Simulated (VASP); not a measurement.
# ZrSc2F (P6/mmm) in VASP: single point with PBE

Aim: the single point of ZrSc2F with PBE.

Program: VASP 6.6.1. These are calculated values, not measurements. Logs are shortened: lines on timing, memory, paths and dates and some standing lists are left out, and cuts for length are marked.

## (1) The cell of the first run

It takes space group P6/mmm (No. 191, hexagonal). The conventional cell has a = 4.439 Å, b = 4.439 Å, c = 4.174 Å, α = 90.00°, β = 90.00°, γ = 120.00°. Zr (site symmetry 6/mmm) is surrounded by 2 F at 2.09 Å. Around Sc (site symmetry -6m2) lie 3 Sc at 2.56 Å and 3 Zr at 2.56 Å. F (site symmetry 6/mmm) is surrounded by 2 Zr at 2.09 Å.

The cell was built by a generator and needn't be a form met in nature.

## (2) Single point, PBE (random cell by space group and Wyckoff sites (P6/mmm, No. 191))

Input file INCAR:

```
PREC = Accurate
ENCUT = 520
EDIFF = 1E-6
ISMEAR = 0
SIGMA = 0.1
LREAL = F
LASPH = T
NELM = 100
ALGO = Normal
ISIF = 2
LWAVE = F
LCHARG = F
GGA = PE
NBANDS = 28
```

Input file KPOINTS:

```
regular mesh
0
Gamma
  6 6 4
```

Input file POSCAR:

```
ZrSc2F
1.0
    4.4386908700      0.0000000000      0.0000000000
   -2.2193454300      3.8440190500      0.0000000000
    0.0000000000      0.0000000000      4.1741876000
Zr Sc F
1 2 1
Direct
    0.0000000000      0.0000000000      0.5000000000
    0.3333333300      0.6666666700      0.5000000000
    0.6666666700      0.3333333300      0.5000000000
    0.0000000000      0.0000000000      0.0000000000
```

Potentials or basis: VASP PAW PBE potentials, release 64 (Zr_sv, Sc_sv, F).

Launch:

```
> cat potpaw_PBE.64/Zr_sv/POTCAR potpaw_PBE.64/Sc_sv/POTCAR potpaw_PBE.64/F/POTCAR > POTCAR
> mpirun -np 1 vasp_std > vasp.out
```

OUTCAR:

```text
PREC = Accurate
   ENCUT = 520
   EDIFF = 1E-6
   ISMEAR = 0
   LREAL = F
   LASPH = T
   NELM = 100
   ISIF = 2
   GGA = PE

 ion  position               nearest neighbor table
   1  0.000  0.000  0.500-   4 2.09   4 2.09   2 2.56   3 2.56   2 2.56   3 2.56   3 2.56   2 2.56

   2  0.333  0.667  0.500-   3 2.56   1 2.56   3 2.56   1 2.56   1 2.56   3 2.56
   3  0.667  0.333  0.500-   2 2.56   1 2.56   2 2.56   1 2.56   1 2.56   2 2.56
   4  0.000  0.000  0.000-   1 2.09   1 2.09

  LATTYP: Found a hexagonal cell.
 ALAT       =     4.4386908700
 C/A-ratio  =     0.9404096213

  Lattice vectors:

 A1 = (   4.4386908700,   0.0000000000,   0.0000000000)
 A2 = (  -2.2193454300,   3.8440190500,   0.0000000000)
 A3 = (   0.0000000000,   0.0000000000,   4.1741876000)

Analysis of symmetry for initial positions (statically):
=====================================================================
 Subroutine PRICEL returns:
 Original cell was already a primitive cell.

 Routine SETGRP: Setting up the symmetry group for a
 hexagonal supercell.

 Subroutine GETGRP returns: Found 24 space group operations
 (whereof 24 operations were pure point group operations)
 out of a pool of 24 trial point group operations.

The static configuration has the point symmetry D_6h.

Analysis of symmetry for dynamics (positions and initial velocities):
=====================================================================
 Subroutine PRICEL returns:
 Original cell was already a primitive cell.

 Routine SETGRP: Setting up the symmetry group for a
 hexagonal supercell.

 Subroutine GETGRP returns: Found 24 space group operations
 (whereof 24 operations were pure point group operations)
 out of a pool of 24 trial point group operations.

The dynamic configuration has the point symmetry D_6h.

 Subroutine INISYM returns: Found 24 space group operations
 (whereof 24 operations are pure point group operations),
 and found     1 'primitive' translations

----------------------------------------------------------------------------------------

                                     Primitive cell

  volume of cell :      71.2217

  direct lattice vectors                    reciprocal lattice vectors
     4.438690870  0.000000000  0.000000000     0.225291652  0.130072196  0.000000000
    -2.219345430  3.844019050  0.000000000     0.000000000  0.260144392  0.000000000
     0.000000000  0.000000000  4.174187600     0.000000000  0.000000000  0.239567575

  length of vectors
     4.438690870  4.438690865  4.174187600     0.260144392  0.260144392  0.239567575

  position of ions in fractional coordinates (direct lattice)
     0.000000000  0.000000000  0.500000000
     0.333333330  0.666666670  0.500000000
     0.666666670  0.333333330  0.500000000
     0.000000000  0.000000000  0.000000000

  ion indices of the primitive-cell ions
   primitive index   ion index
                 1           1
                 2           2
                 3           3
                 4           4

----------------------------------------------------------------------------------------

 KPOINTS: regular mesh

Automatic generation of k-mesh.
 Grid dimensions read from file:
 generate k-points for:    6    6    4

 Generating k-lattice:

  Cartesian coordinates                     Fractional coordinates (reciprocal lattice)
     0.037548609  0.021678699  0.000000000     0.166666667  0.000000000  0.000000000
     0.000000000  0.043357399  0.000000000     0.000000000  0.166666667  0.000000000
     0.000000000  0.000000000  0.059891894     0.000000000  0.000000000  0.250000000

  Length of vectors
     0.043357399  0.043357399  0.059891894

  Shift w.r.t. Gamma in fractional coordinates (k-lattice)
     0.000000000  0.000000000  0.000000000

 Subroutine IBZKPT returns following result:
 ===========================================

 Found     21 irreducible k-points:

 Following reciprocal coordinates:
            Coordinates               Weight
  0.000000  0.000000  0.000000      1.000000
  0.166667  0.000000  0.000000      6.000000
  0.333333 -0.000000  0.000000      6.000000
  0.500000 -0.000000  0.000000      3.000000
  0.166667  0.166667  0.000000      6.000000
  0.333333  0.166667  0.000000     12.000000
[... 13 lines left out ...]
  0.333333  0.166667  0.500000     12.000000
  0.333333  0.333333  0.500000      2.000000
   k-points           NKPTS =     21   k-points in BZ     NKDIM =     21   number of bands    NBANDS=     28
   number of dos      NEDOS =    301   number of ions     NIONS =      4
   total plane-waves  NPLWV =  41472
   dimension x,y,z NGX =    36 NGY =   36 NGZ =   32
   dimension x,y,z NGXF=    72 NGYF=   72 NGZF=   64
   ions per type =               1   2   1
   NGX,Y,Z   is equivalent  to a cutoff of  13.48, 13.48, 12.74 a.u.
   NGXF,Y,Z  is equivalent  to a cutoff of  26.97, 26.97, 25.49 a.u.
 SYSTEM =  unknown system
   PREC   = accura    normal or accurate (medium, high low for compatibility)
   ISTART =      0    job   : 0-new  1-cont  2-samecut
   ICHARG =      2    charge: 1-file 2-atom 10-const
   ISPIN  =      1    spin polarized calculation?
   LNONCOLLINEAR =      F non collinear calculations
   LSORBIT =      F    spin-orbit coupling
   LASPH  =      T    aspherical Exc in radial PAW
   ENCUT  =  520.0 eV  38.22 Ry    6.18 a.u.   8.25  8.25  7.76*2*pi/ulx,y,z
   NELM   =    100;   NELMIN=  2; NELMDL= -5     # of ELM steps
   EDIFF  = 0.1E-05   stopping-criterion for ELM
   LREAL  =      F    real-space projection
   EDIFFG = 0.1E-04   stopping-criterion for IOM
   NSW    =      0    number of steps for IOM
   IBRION =     -1    ionic relax: 0-MD 1-quasi-New 2-CG
   NFREE  =      0    steps in history (QN), initial steepest desc. (CG)
   ISIF   =      2    stress and relaxation
   ISYM   =      2    0-nonsym 1-usesym 2-fastsym
   POTIM  = 0.5000    time-step for ionic-motion
   TEBEG  =    0.0;   TEEND  =   0.0 temperature during run
   PSTRESS=    0.0 pullay stress
   NELECT =      41.0000    total number of electrons
   NUPDOWN=      -1.0000    fix difference up-down
   EMIN   =  10.00;   EMAX   =-10.00  energy-range for DOS
   EFERMI =   0.00;   METHOD = LEGACY
   ISMEAR =     0;   SIGMA  =   0.10  broadening in eV -4-tet -1-fermi 0-gaus
   EFERMI_NEDOS =   21; number of points for ismear=-14 and -15
   IALGO  =     38    algorithm
   IMIX   =      4    mixing-type and parameters
     AMIX     =   0.40;   BMIX     =  1.00
     AMIX_MAG =   1.60;   BMIX_MAG =  1.00
  volume/ion in A,a.u.               =      17.81       120.16
  Fermi-wavevector in a.u.,A,eV,Ry     =   1.361858  2.573539 25.234162  1.854659
  Thomas-Fermi vector in A             =   2.488398
   LORBIT       =      0    0 simple, 1 ext, 2 COOP (PROOUT), +10 PAW based schemes
   GGA     = PE    functional components
   LHFCALC =     F    Hartree Fock is set to
   AEXX    =    0.0000 exact exchange contribution
   IVDW    =     0    specifies the selected vdW correction
   LEPSILON=     F    determine dielectric tensor
   LRPA    =     F    only Hartree local field effects (RPA)
 non-spin polarized calculation
 Gauss-broadening in eV      SIGMA  =   0.10
  energy-cutoff  :      520.00
  volume of cell :       71.22
 maximum number of plane-waves:      1938
 NGX is ok and might be reduce to    36
   NGX = 17   NGY = 17   NGZ = 15

 number of electron      41.0000008 magnetization

 Free energy of the ion-electron system (eV)
  ---------------------------------------------------
  ext. energy  EPLUGINS =         0.00000000
  ---------------------------------------------------
  free energy    TOTEN  =       -19.55624566 eV

  energy without entropy =      -19.51760019  energy(sigma->0) =      -19.53692293

 E-fermi :   5.9072     XC(G=0): -10.4061

 val. band max:        5.8969276855   @ k =   0.1667   0.0000   0.2500
 cond. band min:       5.9107001045   @ k =   0.3333   0.3333   0.5000
 fundamental gap:      0.0137724190
 Fermi energy:         5.9072411162

 k-point     1 :       0.0000    0.0000    0.0000
  band No.  band energies     occupation
      1     -42.7801      2.00000
      2     -42.1181      2.00000
      3     -41.7234      2.00000
      4     -21.8659      2.00000
      5     -21.8659      2.00000
      6     -21.5966      2.00000
[... 20 lines left out ...]
     27       8.2464      0.00000
     28       8.2464      0.00000

 k-point     2 :       0.1667    0.0000    0.0000
  band No.  band energies     occupation
      1     -42.7236      2.00000
      2     -42.1466      2.00000
      3     -41.7598      2.00000
      4     -22.1815      2.00000
      5     -22.0606      2.00000
      6     -21.3108      2.00000
[... 20 lines left out ...]
     27       8.6489      0.00000
     28       8.9556      0.00000

 k-point     3 :       0.3333   -0.0000    0.0000
  band No.  band energies     occupation
      1     -42.5760      2.00000
      2     -42.2277      2.00000
      3     -41.8433      2.00000
      4     -22.4634      2.00000
      5     -21.9444      2.00000
      6     -21.2124      2.00000
[... 20 lines left out ...]
     27       9.3241      0.00000
     28       9.8107      0.00000

 k-point     4 :       0.5000   -0.0000    0.0000
  band No.  band energies     occupation
      1     -42.4350      2.00000
      2     -42.3296      2.00000
      3     -41.8909      2.00000
      4     -22.5638      2.00000
      5     -21.5621      2.00000
      6     -21.2927      2.00000
[... 485 lines left out ...]
     27       9.3064      0.00000
     28       9.3499      0.00000

 k-point    20 :       0.3333    0.1667    0.5000
  band No.  band energies     occupation
      1     -42.4629      2.00000
      2     -42.2879      2.00000
      3     -41.8964      2.00000
      4     -22.3633      2.00000
      5     -21.8895      2.00000
      6     -21.6875      2.00000
[... 20 lines left out ...]
     27      10.0348      0.00000
     28      10.3850      0.00000

 k-point    21 :       0.3333    0.3333    0.5000
  band No.  band energies     occupation
      1     -42.3557      2.00000
      2     -42.3557      2.00000
      3     -41.9404      2.00000
      4     -21.9795      2.00000
      5     -21.8532      2.00000
      6     -21.8532      2.00000
[... 20 lines left out ...]
     27       9.8806      0.00000
     28      10.6457      0.00000

------------------------ aborting loop because EDIFF is reached ----------------------------------------

  FORCE on cell =-STRESS in cart. coord.  units (eV):
  Direction    XX          YY          ZZ          XY          YZ          ZX
  --------------------------------------------------------------------------------------
  -------------------------------------------------------------------------------------
  Total       19.1088832     19.1088832      4.5011682      0.0000000      0.0000000      0.0000000
  in kB      429.8663932    429.8663925    101.2566210      0.0000006      0.0000000      0.0000000
  external PRESSURE =     320.3298022 kB  Pullay stress =       0.0000000 kB

 VOLUME and BASIS-vectors are now :
 -----------------------------------------------------------------------------
  energy-cutoff  :      520.00
  volume of cell :       71.22
      direct lattice vectors                 reciprocal lattice vectors
     4.438690870  0.000000000  0.000000000     0.225291652  0.130072196  0.000000000
    -2.219345430  3.844019050  0.000000000     0.000000000  0.260144392  0.000000000
     0.000000000  0.000000000  4.174187600     0.000000000  0.000000000  0.239567575

 POSITION                                       TOTAL-FORCE (eV/Angst)
 -----------------------------------------------------------------------------------
      0.00000      0.00000      2.08709        -0.000000      0.000000     -0.000000
     -0.00000      2.56268      2.08709         0.000000     -0.000000     -0.000000
      2.21935      1.28134      2.08709        -0.000000      0.000000      0.000000
      0.00000      0.00000      0.00000        -0.000000      0.000000     -0.000000
 -----------------------------------------------------------------------------------
    total drift:                               -0.000000      0.000000      0.000000

  FREE ENERGIE OF THE ION-ELECTRON SYSTEM (eV)
  ---------------------------------------------------
  free  energy   TOTEN  =       -19.5562456614 eV

  energy  without entropy=      -19.5176001946  energy(sigma->0) =      -19.53692293
```

Run time: 27 s. Hardware: 1 thread of AMD EPYC 9R45 (Zen 5), shared host; peak memory 0.18 GiB.

Results:

```
Free energy            : -19.5562 eV
Pressure               : 32.0 GPa
Band gap on the k mesh : none (metal or under the smearing width)
```

Stress tensor (GPa, compression positive):
```
42.99  0.00  0.00
 0.00 42.99  0.00
 0.00  0.00 10.13
```

Caveat: the k mesh is coarse (spacing up to 0.38 Å⁻¹), so the values aren't converged; a pressure of tens of GPa on the cell as given is suspect, and the run, the potentials or the cell itself is likely at fault; an odd number of electrons without spin polarisation forces a metal; a magnetic or distorted state may lie lower.
